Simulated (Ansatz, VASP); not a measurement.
## Cross-check of Bi (Bismuth) between VASP and Ansatz

Aim: how closely do two programs agree when they are given the same cell, functional and k mesh? Of the first pair: The structure shown is the start of the Ansatz relaxation below; VASP solves that cell, so the two are compared at the walk's first step.

Program: Ansatz 0.2.0. Level of theory: plane waves, with VASP 6.6.1 beside it; single point at LDA and zone-centre phonons at LDA. Results are calculated unless marked as measured.

## (1) Set-up

It takes space group R-3m (No. 166, trigonal). Conventional cell: a = 4.541 Å, b = 4.541 Å, c = 11.713 Å, α = 90.00°, β = 90.00°, γ = 120.00°. Nearest to Bi lie 3 Bi at 3.09 Å.

As a file:

```cif
data_structure
_symmetry_space_group_name_H-M 'P 1'
_symmetry_Int_Tables_number 1
_cell_length_a 4.7030
_cell_length_b 4.7030
_cell_length_c 4.7030
_cell_angle_alpha 57.734
_cell_angle_beta 57.734
_cell_angle_gamma 57.734
_cell_volume 69.73
loop_
_atom_site_label
_atom_site_type_symbol
_atom_site_fract_x
_atom_site_fract_y
_atom_site_fract_z
_atom_site_occupancy
Bi1 Bi 0.23614 0.23614 0.23614 1
Bi2 Bi 0.76386 0.76386 0.76386 1
```

## (2) Ansatz: relaxation, LDA

Ansatz runs on its PAW soft_1 files.

The two programs are compared at the cell with which this relaxation starts, whose forces are those of its first step.

input.yaml reads:

```yaml
crystal:
  lattice:
    - [2.2705195088, 1.3108850496, 3.9044836773]
    - [-2.2705195088, 1.3108850496, 3.9044836773]
    - [0.0, -2.6217700992, 3.9044836773]
  atoms:
    - { symbol: Bi, position: [0.2361362463, 0.2361362463, 0.2361362463] }
    - { symbol: Bi, position: [0.7638637537, 0.7638637537, 0.7638637537] }
kpoints:
  mp_grid: { grid: [12, 12, 12] }
hamiltonian:
  xc: lda
  pseudopotentials: { kind: paw, azcp: { folder: soft_1 }, xc_functional: pbe }
scf:
  occupations: { method: methfessel_paxton, width: 0.2 }
output:
  forces: true
  stress: true
  eigenvalues: true
relax:
  adjacent_minimum: "off"
  f_tol: 0.001
  max_steps: 60
  cell: { stress_tol: 0.01, fix: [volume] }
```

Command:

```sh
ansatz run input.yaml --threads 4 --pin off --max-ram 10240MiB --backend cpu --events-out ev --progress --plain --runs-dir out
```

Numbers of over 12 decimals in the logs are rounded to 6 here.

What it wrote:

```text
Engine: ansatz 0.2.0, aarch64-unknown-linux-gnu
Pseudopotentials: kind: paw
Pseudopotential: Bi, paw, valence charge 15, recommended cutoff 420 eV (normal), soft_1/Bi.paw.azcp
Functional definition: SPW92
  exchange = slater_x
  correlation = pw_c
Crystal: 2 atoms, lattice volume = 69.728 Å³
Basis set: ecut = 420 eV, 1369 PW (Γ)
Bands: 19, of which v1, the nominal top of the filled ones, is band 15 counted from 1 (14 counted from 0)
Symmetry: 12 space group operations
Space group: R-3m (ITA 166), of the structure as read, at distance tolerance 4.1e-5 Å
k-points: 189 of 1728
Non-local potential: Bi, projectors of the file, l = 0: 2, l = 1: 2, l = 2: 2, l = 3: 1
PAW form: soft (Blöchl's): semilocal exchange-correlation on the pseudo side does not see the compensation charge
PAW frozen core: Bi, regenerated for the run's functional, and the local potential with it (the file was generated under x = pbe(κ = 0.804, μ = 0.219515), c = pbe(β = 0.066725))
PAW one-centre angular grid: Bi, 590 points (default); XC on 64 Gauss nodes
Initial density: superposition of atomic densities (chi_scale 0.1, normalization cell)
Initial wavefunctions: pseudopotential atomic-orbital guess
Functional: x = slater, c = lda
SCF iter   1: F=—  HF=-24175.696448 eV  |F-HF|=—  |Δ(HF+E_count)|=         —  Δρ=1.14e-2  dr2=7.90e-2  ethr=3.10e-3  ⟨swp⟩=5.5  Hψ=17242  notcnv=0
preconditioner: auto → Kerker (q_TF=auto, 2.371 Å⁻¹)  [metal: Δε(μ)=0.054 eV  Ē_g=20.168 eV  σ=0.200 eV  W_gap=0.22  n_scr=14 (ndim 8)  ℏωp=24.4 eV  f_vac=0.000  D(μ)=0.22/eV (n_scr^D=0)]
SCF iter   2: F=—  HF=-24175.679849 eV  |F-HF|=—  |Δ(HF+E_count)|=   1.66e-2  S|Δr|=    0.00e0  Δρ=7.14e-3  dr2=3.34e-2  ethr=2.63e-4  ⟨swp⟩=1.0  Hψ=5103  notcnv=0
SCF iter   3: F=—  HF=-24175.672439 eV  |F-HF|=—  |Δ(HF+E_count)|=   7.41e-3  S|Δr|=    0.00e0  Δρ=9.96e-4  dr2=1.17e-3  ethr=1.11e-4  ⟨swp⟩=2.1  Hψ=6437  notcnv=0
SCF iter   4: F=—  HF=-24175.672262 eV  |F-HF|=—  |Δ(HF+E_count)|=   1.78e-4  S|Δr|=    0.00e0  Δρ=3.40e-4  dr2=1.24e-4  ethr=3.90e-6  ⟨swp⟩=2.9  Hψ=6388  notcnv=0
SCF iter   5: F=—  HF=-24175.672256 eV  |F-HF|=—  |Δ(HF+E_count)|=   5.71e-6  S|Δr|=    0.00e0  Δρ=1.63e-4  dr2=2.39e-5  ethr=4.12e-7  ⟨swp⟩=2.0  Hψ=6242  notcnv=0
SCF iter   6: F=—  HF=-24175.672244 eV  |F-HF|=—  |Δ(HF+E_count)|=   1.19e-5  S|Δr|=    0.00e0  Δρ=2.34e-5  dr2=5.72e-7  ethr=7.98e-8  ⟨swp⟩=2.0  Hψ=6428  notcnv=0
SCF iter   7: F=-24175.672244 eV  HF=-24175.672244 eV  |F-HF|=1.08e-8  |Δ(HF+E_count)|=   3.67e-9  S|Δr|=    0.00e0  Δρ=5.62e-6  dr2=3.54e-8  ethr=3.33e-10  ⟨swp⟩=6.1  Hψ=17613  notcnv=0
SCF 1 converged in 7 iterations: F = -24175.672244 eV  dr2 = 3.54e-8
  greatest PAW one-centre occupation: 0.988 electrons in one spin orbital (limit 2), on the Bi atom at site 1 (counted from 0), in its partial waves of l = 2
relax step   1: F+E_penalty+E_count = -24175.67224431 eV  Δ(F+E_penalty+E_count) = +0.000e0 eV  max|allowed force component| = 7.659e-2 eV/Å  Δτ_max = 0.0000 Å  P = -1.711 GPa  Ω = 69.728 Å³  fix = [volume]  reactions: volume -1.711 GPa  (7 SCF iters, dr2 threshold 1.00e-7 eV, accepted)
[...]
relax step   2: F+E_penalty+E_count = -24175.67309950 eV  Δ(F+E_penalty+E_count) = -8.552e-4 eV  max|allowed force component| = 1.605e-2 eV/Å  Δτ_max = 0.0128 Å  P = -1.470 GPa  Ω = 69.728 Å³  energy of the carried Pulay correction = +2.363e-16 eV  fix = [volume]  reactions: volume -1.470 GPa  (5 SCF iters, dr2 threshold 2.00e-7 eV, accepted)
[...]
relax step   4: F+E_penalty+E_count = -24175.67200933 eV  Δ(F+E_penalty+E_count) = +1.309e-3 eV  max|allowed force component| = 9.351e-2 eV/Å  Δτ_max = 0.0139 Å  P = -1.128 GPa  Ω = 69.728 Å³  energy of the carried Pulay correction = -8.563e-19 eV  fix = [volume]  (6 SCF iters, dr2 threshold 1.19e-8 eV, rejected (line search))
[...]
relax step   5: F+E_penalty+E_count = -24175.67336973 eV  Δ(F+E_penalty+E_count) = -5.118e-5 eV  max|allowed force component| = 3.619e-4 eV/Å  Δτ_max = 0.0006 Å  P = -1.443 GPa  Ω = 69.728 Å³  energy of the carried Pulay correction = -5.994e-18 eV  fix = [volume]  reactions: volume -1.443 GPa  (9 SCF iters, accepted)
[...]
relax step   6: F+E_penalty+E_count = -24175.67337024 eV  Δ(F+E_penalty+E_count) = -5.109e-7 eV  max|allowed force component| = 3.645e-4 eV/Å  Δτ_max = 0.0000 Å  P = -1.443 GPa  Ω = 69.728 Å³  fix = [volume]  reactions: volume -1.443 GPa  stress off target by 5.73e-4 GPa on what of the cell is left free  SCF on the basis re-selected at this cell (its energy is not comparable with the rows above)  (5 SCF iters)
basis re-selected at this cell: Δ(F+E_penalty+E_count) = -5.109e-7 eV, ΔP = -0.000 GPa vs the last step (what re-selecting the basis moved, of the pressure what is left beyond the Pulay correction that the steps carried, after the strain that the cell walked since its last selection, with what the two solves' SCF thresholds leave and, on support functions, any second-order correction that the steps lacked; it is no m [...]
SCF converged after 5 iterations
Stability not checked: this state was not tested for a lower state beside it, because cold or Methfessel-Paxton smearing, or corrected tetrahedra, fill the levels in a way that the test cannot read (fill_not_monotonic; see scf.lower_state_search)
Free energy (F): -24175.673370 eV
Harris-Foulkes:  -24175.673370 eV  (|F-HF|=3.64e-12)
Internal energy: -24175.674778 eV  (E = F + TS)
E sigma→0 (E₀):  -24175.673722 eV
Entropy (-TS):   0.001408 eV (0.704 meV/atom)
Fermi energy:    9.500331 eV
--- Per-component energies (eV) ---
  E_band       = -221.863263
  E_kinetic    = 510.213433
  E_local      = -2708.822119  (includes V_loc(G=0)·N_el)
  E_nonlocal   = 825.100887
  E_hartree    = 1005.353907
  E_xc         = -301.305091
  E_vxc        = -262.915046  (∫ρ·V_xc dr)
  E_paw        = -20705.149718  (= ΣΔE_a)
  E_vpaw       = -596.148658  (= ΣTr[D̂ρ^β])
  E_aug_tail   = 0.000439  (compensation charges beyond the density's cutoff)
  E_ewald      = -2801.056874
  E_core_change = -0.009642  (= ΣΔE_core)
  E_smearing   = 0.001408  (= −TS)
  E_closure    = -0.000000  (closes the sum)
  Σ components = -24175.673370   (vs F -24175.673370, Δ=0.00e0)
--- Forces (eV/Å), atoms counted from 1 ---
  atom   1  Bi     0.00000000    -0.00000000    -0.00036454
  atom   2  Bi    -0.00000000     0.00000000     0.00036454
  max |Σ_I F_I| component: 9.25e-18 eV/Å
--- Stress (GPa, compression-positive) ---
       -1.442252       0.000000      -0.000000
        0.000000      -1.442252       0.000000
       -0.000000       0.000000      -1.443112
  P = ⅓ Tr σ = -1.4425 GPa (-14.425 kbar)
--- Band table (eV; the first three rows and the last of 189) ---
  k-point 0: bands = [... 11 lower, 1.9709, 8.0098, 8.3106, 8.3106, 12.1139, 12.5006, 12.5006, 15.1520]
  k-point 1: bands = [... 11 lower, 1.8170, 8.0456, 8.3081, 8.3112, 11.9917, 12.1650, 12.3295, 14.8467]
  k-point 2: bands = [... 11 lower, 1.3921, 8.1091, 8.3066, 8.3501, 11.3740, 11.7431, 11.9004, 14.5881]
  k-point 188: bands = [... 11 lower, -0.5525, 8.6238, 8.9666, 8.9666, 10.1572, 10.1572, 10.2084, 16.6164]
--- Relaxed structure (5 steps of the walk, 4 accepted, 1 SCFs on fresh bases) ---
  F+E_penalty+E_count = -24175.67337024 eV   max|allowed force component| = 3.645e-4 eV/Å   (the final SCF, on the basis selected at the relaxed cell)
  cell:  # Å, volume = 69.7276 Å³
    - [2.263898, 1.307062, 3.927356]
    - [-2.263898, 1.307062, 3.927356]
    - [0, -2.614125, 3.927356]
  atoms:
    - { symbol: Bi, position: [0.235083, 0.235083, 0.235083] }
    - { symbol: Bi, position: [0.764917, 0.764917, 0.764917] }
```

## (3) VASP: single point, LDA, start cell, pair 1

The same cell, functional (in two slightly different forms), mesh and smearing now go to VASP, with its own data sets.

Lines of VASP's logs that name or quote its potential files are left out, and so is its time.

INCAR reads:

```
SYSTEM = Bi
PREC = Accurate
ENCUT = 400
EDIFF = 1E-06
NELM = 120
ISMEAR = 1
SIGMA = 0.2
LREAL = .FALSE.
ALGO = Normal
GGA = CA
NBANDS = 21
LORBIT = 11
LWAVE = .FALSE.
LCHARG = .FALSE.
ISIF = 2
LASPH = .TRUE.
GGA_COMPAT = .FALSE.
KPAR = 2
```

POSCAR reads:

```
Bi
1.0
    2.2705200000      1.3108850000      3.9044840000
   -2.2705200000      1.3108850000      3.9044840000
    0.0000000000     -2.6217700000      3.9044840000
Bi
2
Direct
    0.2361361962      0.2361361962      0.2361361962
    0.7638637184      0.7638637184      0.7638637184
```

KPOINTS reads:

```
Automatic mesh
0
Gamma
12 12 12
0 0 0
```

The projector-augmented-wave data sets are Bi_d (LDA family, release 64).

Command:

```sh
mpirun -np 2 vasp_std
```

What it wrote:

```text
[banner, memory and clock lines left out]
running    2 mpi-ranks, on    1 nodes
 distrk:  each k-point on    1 cores,    2 groups
 distr:  one band on    1 cores,    1 groups

 POSCAR found type information on POSCAR Bi
 POSCAR found :  1 types and       2 ions
 LDA part: xc-table for (Slater(with rela. corr.)+CA(PZ))
 , standard interpolation
 POSCAR, INCAR and KPOINTS ok, starting setup
 FFT: planning ... GRIDC
 FFT: planning ... GRID_SOFT
 FFT: planning ... GRID
 WAVECAR not read
 entering main loop
       N       E                     dE             d eps       ncg     rms          rms(c)
DAV:   1     0.282377847873E+03    0.28238E+03   -0.14408E+04  7975   0.145E+03
DAV:   2     0.141375782247E+02   -0.26824E+03   -0.26273E+03  8048   0.404E+02
DAV:   3    -0.836633575694E+01   -0.22504E+02   -0.22285E+02  9484   0.139E+02
DAV:   4    -0.910397253128E+01   -0.73764E+00   -0.73736E+00  9657   0.282E+01
DAV:   5    -0.913350963956E+01   -0.29537E-01   -0.29537E-01 11066   0.489E+00    0.105E+00
DAV:   6    -0.911913529095E+01    0.14374E-01   -0.18338E-02 10657   0.150E+00    0.609E-01
DAV:   7    -0.911271022819E+01    0.64251E-02   -0.12102E-02  9783   0.124E+00    0.103E-01
DAV:   8    -0.911264490242E+01    0.65326E-04   -0.12484E-03  9128   0.433E-01    0.180E-02
DAV:   9    -0.911265181010E+01   -0.69077E-05   -0.51163E-05 12076   0.544E-02    0.859E-03
DAV:  10    -0.911265152046E+01    0.28964E-06   -0.26358E-06  7686   0.142E-02
   1 F= -.91126515E+01 E0= -.91131786E+01  d E =0.158131E-02
```

From OUTCAR (step 3):

```text
ion  position               nearest neighbor table
   1  0.236  0.236  0.236-   2 3.09   2 3.09   2 3.09   2 3.47   2 3.47   2 3.47
   2  0.764  0.764  0.764-   1 3.09   1 3.09   1 3.09   1 3.47   1 3.47   1 3.47

  LATTYP: Found a trigonal (rhomboedric) cell.
 ALAT       =     4.7030496340
 COS(alpha) =     0.5338544583

 Subroutine GETGRP returns: Found 12 space group operations
 (whereof 12 operations were pure point group operations)

The static configuration has the point symmetry D_3d.

 Found    189 irreducible k-points:

   k-points           NKPTS =    189   k-points in BZ     NKDIM =    189   number of bands    NBANDS=     21

   dimension x,y,z NGX =    32 NGY =   32 NGZ =   32
   dimension x,y,z NGXF=    64 NGYF=   64 NGZF=   64

   ENCUT  =  400.0 eV  29.40 Ry    5.42 a.u.   7.67  7.67  7.67*2*pi/ulx,y,z

   NELECT =      30.0000    total number of electrons

 k-points in reciprocal lattice and weights: Automatic mesh
   0.00000000  0.00000000  0.00000000       0.001
   0.08333333  0.00000000  0.00000000       0.003
   0.16666667  0.00000000  0.00000000       0.003
   0.25000000  0.00000000  0.00000000       0.003
   0.33333333  0.00000000  0.00000000       0.003
   0.41666667  0.00000000  0.00000000       0.003
   0.50000000  0.00000000  0.00000000       0.002
   0.08333333  0.08333333  0.00000000       0.003
   0.16666667  0.08333333  0.00000000       0.007
[...]
-0.41666667  0.50000000  0.41666667       0.003
   0.50000000  0.50000000  0.50000000       0.001

 average (electrostatic) potential at core
       1-104.6365       2-104.6365

 E-fermi :   6.1597

 k-point     1 :       0.0000    0.0000    0.0000
  band No.  band energies     occupation
    ...
     11      -6.9449      2.00000
     12      -1.2862      2.00000
     13       4.6861      2.00000
     14       4.9427      2.00000
     15       4.9427      2.00000
     16       8.8301     -0.00000
     17       9.1646     -0.00000
     18       9.1646     -0.00000
     19      11.7550      0.00000
     20      11.9230      0.00000
    ...

 k-point     2 :       0.0833    0.0000    0.0000
  band No.  band energies     occupation
    ...
     11      -6.8794      2.00000
     12      -1.4436      2.00000
     13       4.7206      2.00000
     14       4.9440      2.00000
     15       4.9540      2.00000
     16       8.6871     -0.00000
     17       8.8337     -0.00000
     18       8.9836     -0.00000
     19      11.4598      0.00000
     20      11.7231      0.00000
    ...

 k-point     3 :       0.1667    0.0000    0.0000
  band No.  band energies     occupation
    ...
     11      -6.6842      2.00000
     12      -1.8769      2.00000
     13       4.7855      2.00000
     14       4.9533      2.00000
     15       5.0125      2.00000
     16       8.0524     -0.00000
     17       8.3955     -0.00000
     18       8.5336     -0.00000
     19      11.2197      0.00000
     20      11.8751      0.00000
    ...

  Total       -0.7481878     -0.7481874     -0.7069385      0.0000000     -0.0000000      0.0000000
  in kB      -17.1916022    -17.1915935    -16.2437910      0.0000000     -0.0000000      0.0000000
  external PRESSURE =     -16.8756622 kB  Pullay stress =       0.0000000 kB

  energy-cutoff  :      400.00
  volume of cell :       69.73
      direct lattice vectors                 reciprocal lattice vectors
     2.270520000  1.310885000  3.904484000     0.220213872  0.127140570  0.085371930
    -2.270520000  1.310885000  3.904484000    -0.220213872  0.127140570  0.085371930
     0.000000000 -2.621770000  3.904484000     0.000000000 -0.254281141  0.085371930

 POSITION                                       TOTAL-FORCE (eV/Angst)
 -----------------------------------------------------------------------------------
      0.00000      0.00000      2.76597         0.000000     -0.000000     -0.058469
      0.00000      0.00000      8.94748         0.000000      0.000000      0.058469
 -----------------------------------------------------------------------------------
    total drift:                               -0.000000     -0.000000      0.000987

  FREE ENERGIE OF THE ION-ELECTRON SYSTEM (eV)
  ---------------------------------------------------
  free  energy   TOTEN  =        -9.1126515205 eV

  energy  without entropy=       -9.1142328300  energy(sigma->0) =       -9.11317862

 total charge
# of ion       s       p       d       tot
------------------------------------------
    1        1.533   1.363   9.911  12.806
    2        1.533   1.363   9.911  12.806
--------------------------------------------------
tot          3.066   2.725  19.821  25.612

[... 3 further parts left out ...]
```

The run ends at a pressure of -1.69 GPa, with forces up to 0.058 eV/Å.

## (4) Comparison

Known differences besides the potentials themselves: the two LDA forms differ slightly; the cutoff is 420 eV in Ansatz and 400 eV in VASP; VASP's log shows a relativistic correction to its local exchange, Ansatz's none. Total energies have different zeros and are not compared.

Forces (eV/Å; atoms numbered as in POSCAR):

```
atom        Ansatz x, y, z          VASP x, y, z
 Bi1  0.000, 0.000, -0.077  0.000, 0.000, -0.058
 Bi2   0.000, 0.000, 0.077   0.000, 0.000, 0.058
```

The forces differ by 10 meV/Å r.m.s., which is 31.0 % of the r.m.s. force of 0.034 eV/Å (both taken over all components).

## (5) Ansatz: relaxation, LDA

This run makes the geometry at which the two programs are then compared.

The structure compared here is the end of the Ansatz relaxation.

input.yaml is that of step 2.

Command:

```sh
ansatz run input.yaml --threads 4 --pin off --max-ram 10240MiB --backend cpu --events-out ev --progress --plain --runs-dir out
```

What it wrote:

```text
[...]
Crystal: 2 atoms, lattice volume = 69.728 Å³
Basis set: ecut = 420 eV, 1369 PW (Γ)
Bands: 19, of which v1, the nominal top of the filled ones, is band 15 counted from 1 (14 counted from 0)
Symmetry: 12 space group operations
[...]
k-points: 189 of 1728
[...]
k-point 188: bands = [... 11 lower, -0.5525, 8.6238, 8.9666, 8.9666, 10.1572, 10.1572, 10.2084, 16.6164]
--- Relaxed structure (5 steps of the walk, 4 accepted, 1 SCFs on fresh bases) ---
[...]
cell:  # Å, volume = 69.7276 Å³
    - [2.263898, 1.307062, 3.927356]
    - [-2.263898, 1.307062, 3.927356]
    - [0, -2.614125, 3.927356]
  atoms:
    - { symbol: Bi, position: [0.235083, 0.235083, 0.235083] }
    - { symbol: Bi, position: [0.764917, 0.764917, 0.764917] }
[key lines of the parts left out:]
SCF converged after 5 iterations
Free energy (F): -24175.673370 eV
Fermi energy:    9.500331 eV
P = ⅓ Tr σ = -1.4425 GPa (-14.425 kbar)
```

## (6) VASP: single point, LDA, relaxed cell, pair 2

The same cell, functional (in two slightly different forms), mesh and smearing now go to VASP, with its own data sets.

Edit INCAR of step 3 so:

```diff
@@ -2,3 +2,3 @@
 PREC = Accurate
-ENCUT = 400
+ENCUT = 500
 EDIFF = 1E-06
```

POSCAR reads:

```
Bi
1.0
    2.2638982843      1.3070622839      3.9273559665
   -2.2638982843      1.3070622839      3.9273559665
    0.0000000000     -2.6141245678      3.9273559665
Bi
2
Direct
    0.2350827430      0.2350827430      0.2350827430
    0.7649172570      0.7649172570      0.7649172570
```

KPOINTS is that of step 3.

Command:

```sh
mpirun -np 2 vasp_std
```

What it wrote:

```text
[... set-up lines as in an earlier step ...]
 entering main loop
       N       E                     dE             d eps       ncg     rms          rms(c)
DAV:   1     0.301691001410E+03    0.30169E+03   -0.16115E+04  7938   0.168E+03
DAV:   2     0.164249446308E+02   -0.28527E+03   -0.27886E+03  8033   0.438E+02
DAV:   3    -0.823620396330E+01   -0.24661E+02   -0.24302E+02  9484   0.146E+02
DAV:   4    -0.909422550418E+01   -0.85802E+00   -0.85749E+00  9384   0.302E+01
[...]
DAV:   8    -0.911349054612E+01    0.57007E-04   -0.13786E-03  9111   0.460E-01    0.174E-02
DAV:   9    -0.911349649398E+01   -0.59479E-05   -0.62189E-05 12012   0.648E-02    0.785E-03
DAV:  10    -0.911349629263E+01    0.20136E-06   -0.24636E-06  7871   0.115E-02
   1 F= -.91134963E+01 E0= -.91139762E+01  d E =0.143984E-02
```

Parts of OUTCAR (step 6):

```text
  Total       -0.5940889     -0.5940889     -0.6073946      0.0000000      0.0000000      0.0000000
  in kB      -13.6507745    -13.6507745    -13.9565081      0.0000000      0.0000000      0.0000000
  external PRESSURE =     -13.7526857 kB  Pullay stress =       0.0000000 kB

 POSITION                                       TOTAL-FORCE (eV/Angst)
 -----------------------------------------------------------------------------------
      0.00000      0.00000      2.76976         0.000000      0.000000      0.019092
      0.00000      0.00000      9.01231         0.000000     -0.000000     -0.019092
 -----------------------------------------------------------------------------------
    total drift:                                0.000000      0.000000     -0.000000

  FREE ENERGIE OF THE ION-ELECTRON SYSTEM (eV)
  ---------------------------------------------------
  free  energy   TOTEN  =        -9.1134962926 eV

  energy  without entropy=       -9.1149361313  energy(sigma->0) =       -9.11397624

[... 1 part as in an earlier step ...]

[... 2 further parts left out ...]
[key lines of the parts left out:]
E-fermi :   6.1649
```

The run ends at a pressure of -1.38 GPa, with forces up to 0.019 eV/Å.

## (7) Differences

What differs besides the data sets and the points named for the pairs above, as far as they apply: the cutoff is 420 eV in Ansatz and 500 eV in VASP; Ansatz's pressure holds a Pulay correction, VASP's none. Total energies have different zeros and are not compared.

Compared:

```
      quantity  Ansatz   VASP  difference
pressure (GPa)   -1.44  -1.38       -0.07
```

At this near-relaxed geometry the largest component of a force difference is 19 meV/Å.

(Part 1 of 2 ends here.)

[Lines on the potential files, build, host, timing and source positions are cut from VASP's logs without a mark.]

[Logs are printed without paths, hosts, clocks, repeated set-up lines and the standing remarks that a program may print on its own settings, such as how far it seeks lower states.]

[Hosts, paths, dates, database ids (printed as entryN), source tags and the programs' standing remarks are cut or masked in the printed files.]
